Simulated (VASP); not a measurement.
Level of theory: PBEsol GGA, VASP's PBE PAW potentials (set 64) (plane waves; VASP). For the first row: Settings: 520 eV cut-off, 7×7×7 Γ-centred mesh, Gaussian smearing of 0.050 eV, potentials Mg Si.

| system | energy (eV/atom) |
|---|---|
| Mg2Si (antifluorite) | -3.2212 |
| Mg (hcp) | -1.7188 |
| Si (diamond) | -5.7446 |

The references are the elements' solids at the same level; no temperature or zero-point terms are added.

Task: What is the formation energy per atom of Mg₂Si?

Result: The references average (2×(-1.7188) + 1×(-5.7446))/3 = -3.0607 eV, so the formation energy is -3.2212 − (-3.0607) = -0.160 eV/atom.
